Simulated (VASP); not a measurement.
Consider the following.

```
CELL_PARAMETERS angstrom
      0.00000     2.19470     2.19470
      2.19470     0.00000     2.19470
      2.19470     2.19470     0.00000
ATOMIC_POSITIONS crystal
  Al 0.00000 0.00000 0.00000
  N  0.25000 0.25000 0.25000
```

The numbers are results of optB86b-vdW, VASP's PBE PAW potentials (set 64) (plane waves; VASP), not measurements. Settings: 520 eV cut-off, 10×10×10 Γ-centred mesh, Gaussian smearing of 0.050 eV, potentials Al N.

Problem. Estimate the energy per atom (σ→0), band gap (on the k-mesh) with the smallest direct gap where there is one.

Solution. 
* **band gap (on the k-mesh)**: 3.34 eV
* **smallest direct gap (on the k-mesh)**: 4.14 eV
* **energy per atom (σ→0)**: -6.257 eV/atom

Total energies compare only between runs with the same potentials, cut-off and functional.

The compound is AlN in the zinc blende structure, a metastable form; wurtzite is the usual one. It was relaxed first.
